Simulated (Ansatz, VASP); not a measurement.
# Cross-check of TePtSe between VASP and Ansatz

One calculation is typed for both programs; each brings its own data sets. How far apart do they land? The cell is taken from a series of runs on this material, whose earlier steps may have relaxed, scaled, displaced or heated it; both programs get it as it stands.

Main program and level: Ansatz 0.2.0; plane waves, with VASP 6.6.1 beside it; PBEsol.

## (1) Set-up

The cell holds 3 atoms: 1 Pt, 1 Se and 1 Te. Its edges and angles: a = 4.033 Å, b = 4.033 Å, c = 30.000 Å, α = 90.0°, β = 90.0°, γ = 120.0°. Vacuum lies along c.

Structure file:

```cif
data_structure
_symmetry_space_group_name_H-M 'P 1'
_symmetry_Int_Tables_number 1
_cell_length_a 4.0326
_cell_length_b 4.0326
_cell_length_c 30.0000
_cell_angle_alpha 90.000
_cell_angle_beta 90.000
_cell_angle_gamma 120.000
_cell_volume 422.50
loop_
_atom_site_label
_atom_site_type_symbol
_atom_site_fract_x
_atom_site_fract_y
_atom_site_fract_z
_atom_site_occupancy
Pt1 Pt 0.00000 0.00000 0.33330 1
Se2 Se 0.33333 0.66667 0.37267 1
Te3 Te 0.66667 0.33333 0.29071 1
```

## (2) VASP: zone-centre phonons, PBEsol

Second derivatives magnify differences that forces hide, and they need a tight electronic threshold.

Lines of VASP's logs that name or quote its potential files are left out, and so is its time.

INCAR

```
SYSTEM = TePtSe
PREC = Accurate
ENCUT = 500
EDIFF = 1E-08
NELM = 120
ISMEAR = 0
SIGMA = 0.01
LREAL = .FALSE.
ALGO = Normal
GGA = PS
NBANDS = 17
LASPH = .TRUE.
LORBIT = 11
LWAVE = .FALSE.
LCHARG = .FALSE.
ISIF = 2
IBRION = 8
GGA_COMPAT = .FALSE.
EFERMI = MIDGAP
NELMDL = -8
KPAR = 2
```

POSCAR

```
TePtSe
1.0
    4.0326142120      0.0000000000      0.0000000000
   -2.0163071060      3.4923463512      0.0000000000
    0.0000000000      0.0000000000     30.0000000000
Pt Se Te
1 1 1
Direct
    0.0000000000      0.0000000000      0.3332951932
    0.3333333333      0.6666666667      0.3726656380
    0.6666666667      0.3333333333      0.2907058354
```

KPOINTS

```
Automatic mesh
0
Gamma
9 9 1
0 0 0
```

PAW data sets: Pt, Se and Te (PBE family, release 64).

Command:

```bash
mpirun -np 2 vasp_std
```

Numbers of over 12 decimals in the logs are rounded to 6 here.

Output:

```text
[banner, memory and clock lines left out]
running    2 mpi-ranks, on    1 nodes
 distrk:  each k-point on    1 cores,    2 groups
 distr:  one band on    1 cores,    1 groups

 POSCAR found type information on POSCAR PtSeTe
 POSCAR found :  3 types and       3 ions
|                                                                             |
|               ----> ADVICE to this user running VASP <----                  |
|                                                                             |
|     You enforced a specific xc type in the INCAR file but a different       |
|     [... a line on the potential file left out ...]
|     I HOPE YOU KNOW WHAT YOU ARE DOING!                                     |
|                                                                             |

 LDA part: xc-table for (Slater+PW92), standard interpolation
 POSCAR, INCAR and KPOINTS ok, starting setup
 FFT: planning ... GRIDC
 FFT: planning ... GRID_SOFT
 FFT: planning ... GRID
 WAVECAR not read
 entering main loop
       N       E                     dE             d eps       ncg     rms          rms(c)
DAV:   1     0.166873072072E+03    0.16687E+03   -0.63673E+03   408   0.857E+02
DAV:   2     0.461468504948E+01   -0.16226E+03   -0.15464E+03   705   0.144E+02
DAV:   3    -0.155297500533E+02   -0.20144E+02   -0.20019E+02   515   0.665E+01
DAV:   4    -0.158993093453E+02   -0.36956E+00   -0.36871E+00   570   0.106E+01
DAV:   5    -0.159067716041E+02   -0.74623E-02   -0.74616E-02   640   0.148E+00
DAV:   6    -0.159068212634E+02   -0.49659E-04   -0.49659E-04   565   0.117E-01
DAV:   7    -0.159068225368E+02   -0.12734E-05   -0.12734E-05   648   0.169E-02
DAV:   8    -0.159068225498E+02   -0.13038E-07   -0.12978E-07   581   0.159E-03    0.114E+01
DAV:   9    -0.153561814678E+02    0.55064E+00   -0.46053E+00   542   0.183E+01    0.744E+00
DAV:  10    -0.151901558457E+02    0.16603E+00   -0.13026E+00   522   0.104E+01    0.298E+00
DAV:  11    -0.151395040953E+02    0.50652E-01   -0.11269E-01   583   0.284E+00    0.749E-01
DAV:  12    -0.151337488470E+02    0.57552E-02   -0.28884E-02   574   0.136E+00    0.252E-01
DAV:  13    -0.151338832714E+02   -0.13442E-03   -0.19937E-03   554   0.285E-01    0.121E-01
DAV:  14    -0.151339791935E+02   -0.95922E-04   -0.31400E-04   558   0.124E-01    0.547E-02
[...]
DAV:  25    -0.151340989016E+02   -0.11675E-05   -0.18081E-08   448   0.331E-04    0.173E-04
DAV:  26    -0.151340992192E+02   -0.31759E-06   -0.12949E-09   467   0.161E-04    0.901E-05
DAV:  27    -0.151340994831E+02   -0.26387E-06   -0.34837E-09   431   0.138E-04    0.300E-05
DAV:  28    -0.151340996482E+02   -0.16513E-06   -0.80841E-10   413   0.113E-04    0.582E-05
DAV:  29    -0.151340997093E+02   -0.61122E-07    0.57132E-11   421   0.755E-05    0.163E-05
DAV:  30    -0.151340997235E+02   -0.14174E-07    0.55406E-10   437   0.260E-05    0.827E-06
DAV:  31    -0.151340997346E+02   -0.11134E-07    0.55839E-10   416   0.188E-05    0.533E-06
DAV:  32    -0.151340997367E+02   -0.20982E-08    0.61889E-10   446   0.852E-06
   1 F= -.15134100E+02 E0= -.15134100E+02  d E =0.000000E+00
 Linear response reoptimize wavefunctions to high precision
DAV:   1    -0.151340997395E+02   -0.28108E-08    0.62564E-10   414   0.942E-06
DAV:   2    -0.151340997395E+02    0.57298E-10    0.62511E-10   456   0.164E-06
 Linear response DOF=           6
 Linear response progress:
  Degree of freedom:   1/  6
       N       E                     dE             d eps       ncg     rms          rms(c)
RMM:   1    -0.255606137188E+00   -0.25561E+00   -0.25479E-01  2589   0.329E+00
RMM:   2    -0.250027401393E+00    0.55787E-02   -0.72239E-03  2120   0.508E-01    0.188E-01
RMM:   3    -0.249881862108E+00    0.14554E-03   -0.36355E-04  2113   0.118E-01    0.114E-01
RMM:   4    -0.250269830406E+00   -0.38797E-03   -0.58521E-04  2190   0.131E-01    0.193E-02
RMM:   5    -0.250230561150E+00    0.39269E-04   -0.35538E-05  2245   0.367E-02    0.894E-03
RMM:   6    -0.250218779732E+00    0.11781E-04   -0.88280E-06  2328   0.158E-02    0.193E-03
RMM:   7    -0.250208256217E+00    0.10524E-04   -0.11847E-06  2390   0.605E-03    0.128E-03
RMM:   8    -0.250198040712E+00    0.10216E-04   -0.19785E-07  2360   0.264E-03    0.375E-04
RMM:   9    -0.250198931954E+00   -0.89124E-06   -0.30166E-07  2447   0.766E-04    0.114E-04
RMM:  10    -0.250199814971E+00   -0.88302E-06   -0.42523E-08  2482   0.338E-04    0.377E-05
RMM:  11    -0.250199807015E+00    0.79563E-08   -0.55816E-08  2541   0.112E-04    0.111E-05
 first order change of Fermi-energy  -0.33561E-03
 force on displaced ion       1 direction 1 : -10.507  -0.000   0.001
 Linear response progress:
  Degree of freedom:   2/  6
       N       E                     dE             d eps       ncg     rms          rms(c)
RMM:   1    -0.286352202144E+00   -0.28635E+00   -0.25322E-01   768   0.329E+00
RMM:   2    -0.281871312290E+00    0.44809E-02   -0.69094E-03   638   0.521E-01    0.199E-01
RMM:   3    -0.281562649006E+00    0.30866E-03   -0.62926E-04   639   0.151E-01    0.114E-01
RMM:   4    -0.281916327870E+00   -0.35368E-03   -0.90437E-04   694   0.161E-01    0.344E-02
RMM:   5    -0.281942891507E+00   -0.26564E-04   -0.58077E-05   705   0.446E-02    0.184E-02
RMM:   6    -0.281906155194E+00    0.36736E-04   -0.34714E-05   670   0.302E-02    0.520E-03
[...]
Degree of freedom:   3/  6
       N       E                     dE             d eps       ncg     rms          rms(c)
RMM:   1    -0.784088384534E-01   -0.78409E-01    0.66219E-02  3320   0.147E+00
RMM:   2    -0.774540828717E-01    0.95476E-03   -0.25340E-03  2200   0.258E-01    0.100E-01
RMM:   3    -0.773993559381E-01    0.54727E-04   -0.12335E-04  2267   0.548E-02    0.564E-02
RMM:   4    -0.773941991758E-01    0.51568E-05   -0.34296E-05  2381   0.340E-02    0.628E-03
RMM:   5    -0.773893845829E-01    0.48146E-05   -0.18346E-06  2469   0.627E-03    0.221E-03
RMM:   6    -0.773855397277E-01    0.38449E-05   -0.45500E-07  2490   0.217E-03    0.383E-04
RMM:   7    -0.773859599931E-01   -0.42027E-06   -0.18606E-07  2536   0.576E-04    0.152E-04
RMM:   8    -0.773862463085E-01   -0.28632E-06   -0.83239E-08  2516   0.239E-04    0.657E-05
RMM:   9    -0.773863135982E-01   -0.67290E-07   -0.55607E-08  2518   0.103E-04    0.316E-05
RMM:  10    -0.773863329882E-01   -0.19390E-07   -0.32851E-08  2384   0.732E-05    0.775E-06
RMM:  11    -0.773863545651E-01   -0.21577E-07   -0.41199E-08  2598   0.253E-05    0.423E-06
RMM:  12    -0.773863750906E-01   -0.20526E-07   -0.17590E-08  2522   0.138E-05    0.159E-06
RMM:  13    -0.773863823191E-01   -0.72284E-08   -0.19664E-08  2462   0.103E-05    0.479E-07
 first order change of Fermi-energy   0.23293E-03
 force on displaced ion       2 direction 1 :  -5.419   0.000   0.002
 Linear response progress:
  Degree of freedom:   4/  6
       N       E                     dE             d eps       ncg     rms          rms(c)
RMM:   1    -0.109075359944E+00   -0.10908E+00    0.55240E-02   908   0.138E+00
RMM:   2    -0.108177110036E+00    0.89825E-03   -0.22245E-03   653   0.239E-01    0.147E-01
RMM:   3    -0.108032037342E+00    0.14507E-03   -0.15110E-04   677   0.542E-02    0.932E-02
RMM:   4    -0.107935908512E+00    0.96129E-04   -0.57781E-05   720   0.398E-02    0.107E-02
RMM:   5    -0.107963199155E+00   -0.27291E-04   -0.38696E-06   719   0.927E-03    0.632E-03
RMM:   6    -0.107970631231E+00   -0.74321E-05   -0.63757E-07   732   0.331E-03    0.272E-03
RMM:   7    -0.107976270148E+00   -0.56389E-05   -0.94487E-08   726   0.159E-03    0.118E-03
RMM:   8    -0.107975145513E+00    0.11246E-05   -0.63902E-08   726   0.123E-03    0.523E-04
RMM:   9    -0.107976463633E+00   -0.13181E-05   -0.89941E-09   727   0.398E-04    0.301E-04
RMM:  10    -0.107978930402E+00   -0.24668E-05   -0.10010E-08   717   0.378E-04    0.190E-04
RMM:  11    -0.107981198999E+00   -0.22686E-05   -0.14247E-08   723   0.311E-04    0.106E-04
RMM:  12    -0.107982085666E+00   -0.88667E-06   -0.53818E-08   765   0.262E-04    0.932E-05
RMM:  13    -0.107982263183E+00   -0.17752E-06    0.41669E-08   771   0.192E-04    0.506E-05
RMM:  14    -0.107982330274E+00   -0.67090E-07   -0.10873E-07   777   0.824E-05    0.331E-05
RMM:  15    -0.107982383994E+00   -0.53720E-07    0.40563E-08   779   0.472E-05    0.894E-06
RMM:  16    -0.107982401507E+00   -0.17513E-07    0.59361E-08   783   0.415E-05    0.390E-06
RMM:  17    -0.107982419411E+00   -0.17904E-07    0.16745E-08   738   0.210E-05    0.565E-06
RMM:  18    -0.107982426002E+00   -0.65912E-08    0.19740E-09   740   0.183E-05    0.103E-06
 first order change of Fermi-energy  -0.60719E+00
 force on displaced ion       2 direction 3 :   0.000  -0.000  -7.782
 Linear response progress:
  Degree of freedom:   5/  6
       N       E                     dE             d eps       ncg     rms          rms(c)
RMM:   1    -0.425296801495E-01   -0.42530E-01    0.36421E-02  3467   0.105E+00
RMM:   2    -0.419967170747E-01    0.53296E-03   -0.19316E-03  2347   0.226E-01    0.930E-02
RMM:   3    -0.419202952040E-01    0.76422E-04   -0.97351E-05  2242   0.576E-02    0.610E-02
RMM:   4    -0.418507592618E-01    0.69536E-04   -0.25584E-05  2389   0.314E-02    0.984E-03
RMM:   5    -0.418417944045E-01    0.89649E-05   -0.42360E-08  2465   0.696E-03    0.489E-03
RMM:   6    -0.418370859438E-01    0.47085E-05    0.28532E-08  2473   0.259E-03    0.171E-03
RMM:   7    -0.418367804293E-01    0.30551E-06   -0.28364E-07  2515   0.725E-04    0.707E-04
RMM:   8    -0.418366980930E-01    0.82336E-07   -0.22572E-07  2513   0.275E-04    0.190E-04
RMM:   9    -0.418366992910E-01   -0.11980E-08   -0.77271E-08  2528   0.102E-04    0.676E-05
 first order change of Fermi-energy   0.24938E-03
 force on displaced ion       3 direction 1 :  -7.539  -0.000  -0.001
 Linear response progress:
  Degree of freedom:   6/  6
       N       E                     dE             d eps       ncg     rms          rms(c)
RMM:   1    -0.744861410316E-01   -0.74486E-01    0.26687E-02   943   0.101E+00
RMM:   2    -0.735654401880E-01    0.92070E-03   -0.13770E-03   659   0.205E-01    0.144E-01
RMM:   3    -0.733619073728E-01    0.20353E-03   -0.13021E-04   720   0.573E-02    0.968E-02
RMM:   4    -0.732039987113E-01    0.15791E-03   -0.10009E-04   719   0.466E-02    0.168E-02
RMM:   5    -0.732216493331E-01   -0.17651E-04   -0.49653E-06   730   0.126E-02    0.123E-02
RMM:   6    -0.732361510703E-01   -0.14502E-04   -0.16972E-06   726   0.615E-03    0.246E-03
RMM:   7    -0.732380353881E-01   -0.18843E-05   -0.19826E-07   730   0.230E-03    0.183E-03
RMM:   8    -0.732380240355E-01    0.11353E-07   -0.11912E-07   735   0.169E-03    0.101E-03
RMM:   9    -0.732399655005E-01   -0.19415E-05   -0.42331E-08   738   0.560E-04    0.584E-04
RMM:  10    -0.732412962692E-01   -0.13308E-05   -0.15089E-08   733   0.261E-04    0.423E-04
RMM:  11    -0.732457483734E-01   -0.44521E-05   -0.89097E-08   755   0.691E-04    0.195E-04
RMM:  12    -0.732462640503E-01   -0.51568E-06   -0.39703E-08   756   0.202E-04    0.148E-04
RMM:  13    -0.732475578523E-01   -0.12938E-05    0.11048E-07   775   0.303E-04    0.806E-05
RMM:  14    -0.732476131081E-01   -0.55256E-07   -0.66485E-07   780   0.991E-05    0.296E-05
RMM:  15    -0.732476334938E-01   -0.20386E-07   -0.32777E-07   799   0.128E-04    0.343E-05
RMM:  16    -0.732476633666E-01   -0.29873E-07   -0.16792E-07   781   0.448E-05    0.249E-05
RMM:  17    -0.732477139179E-01   -0.50551E-07   -0.10055E-07   798   0.454E-05    0.519E-06
RMM:  18    -0.732477319523E-01   -0.18034E-07    0.55739E-09   738   0.197E-05    0.348E-06
RMM:  19    -0.732477460360E-01   -0.14084E-07    0.24012E-08   748   0.205E-05    0.383E-06
RMM:  20    -0.732477505621E-01   -0.45261E-08   -0.18494E-09   699   0.101E-05    0.164E-06
 first order change of Fermi-energy   0.45722E+00
 force on displaced ion       3 direction 3 :  -0.000   0.000  -8.995
 Linear response finished
```

Parts of OUTCAR (step 2):

```text
ion  position               nearest neighbor table
   1  0.000  0.000  0.333-   2 2.61   2 2.61   2 2.61   3 2.66   3 2.66   3 2.66
   2  0.333  0.667  0.373-   1 2.61   1 2.61   1 2.61
   3  0.667  0.333  0.291-   1 2.66   1 2.66   1 2.66

  LATTYP: Found a hexagonal cell.
 ALAT       =     4.0326142120
 C/A-ratio  =     7.4393429232

 Subroutine GETGRP returns: Found  6 space group operations
 (whereof  6 operations were pure point group operations)

The static configuration has the point symmetry C_3v.

 Found     12 irreducible k-points:

   k-points           NKPTS =     12   k-points in BZ     NKDIM =     12   number of bands    NBANDS=     17

   dimension x,y,z NGX =    30 NGY =   30 NGZ =  224
   dimension x,y,z NGXF=    60 NGYF=   60 NGZF=  448

   ENCUT  =  500.0 eV  36.75 Ry    6.06 a.u.   7.35  7.35 54.70*2*pi/ulx,y,z

   NELECT =      22.0000    total number of electrons

 k-points in reciprocal lattice and weights: Automatic mesh
   0.00000000  0.00000000  0.00000000       0.012
   0.11111111 -0.00000000  0.00000000       0.074
   0.22222222 -0.00000000  0.00000000       0.074
   0.33333333  0.00000000  0.00000000       0.074
   0.44444444 -0.00000000  0.00000000       0.074
   0.11111111  0.11111111  0.00000000       0.074
   0.22222222  0.11111111  0.00000000       0.148
   0.33333333  0.11111111  0.00000000       0.148
   0.44444444  0.11111111  0.00000000       0.074
   0.22222222  0.22222222  0.00000000       0.074
   0.33333333  0.22222222  0.00000000       0.148
   0.33333333  0.33333333  0.00000000       0.025

 average (electrostatic) potential at core
       1 -77.3850       2 -61.4285       3 -97.6581

  Total       -3.2974664     -3.2974664     -0.0138896      0.0000000      0.0000000     -0.0000000
  in kB      -12.5044824    -12.5044824     -0.0526713      0.0000000      0.0000000     -0.0000000
  external PRESSURE =      -8.3538787 kB  Pullay stress =       0.0000000 kB

  energy-cutoff  :      500.00
  volume of cell :      422.50
      direct lattice vectors                 reciprocal lattice vectors
     4.032614212  0.000000000  0.000000000     0.247978097  0.143170221  0.000000000
    -2.016307106  3.492346351  0.000000000     0.000000000  0.286340443  0.000000000
     0.000000000  0.000000000 30.000000000     0.000000000  0.000000000  0.033333333

 POSITION                                       TOTAL-FORCE (eV/Angst)
 -----------------------------------------------------------------------------------
      0.00000      0.00000      9.99886         0.000000     -0.000000      0.001082
     -0.00000      2.32823     11.17997        -0.000000      0.000000      0.000009
      2.01631      1.16412      8.72118         0.000000      0.000000     -0.001090
 -----------------------------------------------------------------------------------
    total drift:                               -0.000000     -0.000000     -0.000208

 Eigenvectors and eigenvalues of the dynamical matrix
 ----------------------------------------------------

   1 f  =    5.868717 THz    36.874236 2PiTHz  195.759323 cm-1    24.271052 meV
             X         Y         Z           dx          dy          dz
      0.000000  0.000000  9.998856     0.000000    0.000000   -0.670957
     -0.000000  2.328231 11.179969     0.000000    0.000000    0.680709
      2.016307  1.164115  8.721175    -0.000000   -0.000000    0.294026

   2 f  =    5.066106 THz    31.831282 2PiTHz  168.987103 cm-1    20.951721 meV
             X         Y         Z           dx          dy          dz
      0.000000  0.000000  9.998856     0.714069   -0.000003   -0.000000
     -0.000000  2.328231 11.179969    -0.499085    0.000002    0.000000
      2.016307  1.164115  8.721175    -0.490938    0.000002    0.000000

   3 f  =    5.066106 THz    31.831282 2PiTHz  168.987103 cm-1    20.951721 meV
             X         Y         Z           dx          dy          dz
      0.000000  0.000000  9.998856     0.000003    0.714069   -0.000000
     -0.000000  2.328231 11.179969    -0.000002   -0.499085   -0.000000
      2.016307  1.164115  8.721175    -0.000002   -0.490938    0.000000

   4 f  =    4.890177 THz    30.725887 2PiTHz  163.118742 cm-1    20.224137 meV
             X         Y         Z           dx          dy          dz
      0.000000  0.000000  9.998856     0.000000    0.000000    0.253224
     -0.000000  2.328231 11.179969     0.000000    0.000000    0.583042
      2.016307  1.164115  8.721175    -0.000000   -0.000000   -0.771972

   5 f  =    4.325645 THz    27.178828 2PiTHz  144.287981 cm-1    17.889422 meV
             X         Y         Z           dx          dy          dz
      0.000000  0.000000  9.998856     0.063931   -0.000001   -0.000000
     -0.000000  2.328231 11.179969     0.744821   -0.000011    0.000000
      2.016307  1.164115  8.721175    -0.664195    0.000010    0.000000

   6 f  =    4.325645 THz    27.178828 2PiTHz  144.287981 cm-1    17.889422 meV
             X         Y         Z           dx          dy          dz
      0.000000  0.000000  9.998856     0.000001    0.063931   -0.000000
     -0.000000  2.328231 11.179969     0.000011    0.744821   -0.000000
      2.016307  1.164115  8.721175    -0.000010   -0.664195    0.000000

   7 f/i=    0.000720 THz     0.004524 2PiTHz    0.024018 cm-1     0.002978 meV
             X         Y         Z           dx          dy          dz
      0.000000  0.000000  9.998856    -0.000000   -0.000000    0.696917
     -0.000000  2.328231 11.179969    -0.000000   -0.000000    0.443506
      2.016307  1.164115  8.721175    -0.000000   -0.000000    0.563568

   8 f/i=    0.002568 THz     0.016134 2PiTHz    0.085652 cm-1     0.010619 meV
             X         Y         Z           dx          dy          dz
      0.000000  0.000000  9.998856    -0.664277    0.211554   -0.000000
     -0.000000  2.328231 11.179969    -0.422010    0.134399   -0.000000
      2.016307  1.164115  8.721175    -0.537177    0.171076   -0.000000

   9 f/i=    0.002568 THz     0.016134 2PiTHz    0.085652 cm-1     0.010619 meV
             X         Y         Z           dx          dy          dz
      0.000000  0.000000  9.998856     0.211554    0.664277    0.000000
     -0.000000  2.328231 11.179969     0.134399    0.422010    0.000000
      2.016307  1.164115  8.721175     0.171076    0.537177    0.000000

 ELASTIC MODULI CONTR FROM IONIC RELAXATION (kBar)
 Direction    XX          YY          ZZ          XY          YZ          ZX
 --------------------------------------------------------------------------------
 XX        -113.3542    -76.8339   -104.3876      0.0000     37.9077     -0.0000
 YY         -76.8339   -113.3542   -104.3876     -0.0000    -37.9077      0.0000
 ZZ        -104.3876   -104.3876   -115.0870      0.0000      0.0000     -0.0000
 XY           0.0000     -0.0000      0.0000    -18.2601     -0.0000     34.6156
 YZ          37.9077    -37.9077      0.0000     -0.0000    -94.1132      0.0000
 ZX          -0.0000      0.0000     -0.0000     34.6156      0.0000    -77.6840
 --------------------------------------------------------------------------------
```

(Continued in part 2 of 2.)

[Lines on the potential files, build, host, timing and source positions are cut from VASP's logs without a mark.]

[Logs are printed without paths, hosts, clocks, repeated set-up lines and the standing remarks that a program may print on its own settings, such as how far it seeks lower states.]

[Hosts, paths, dates, database ids (printed as entryN), source tags and the programs' standing remarks are cut or masked in the printed files.]
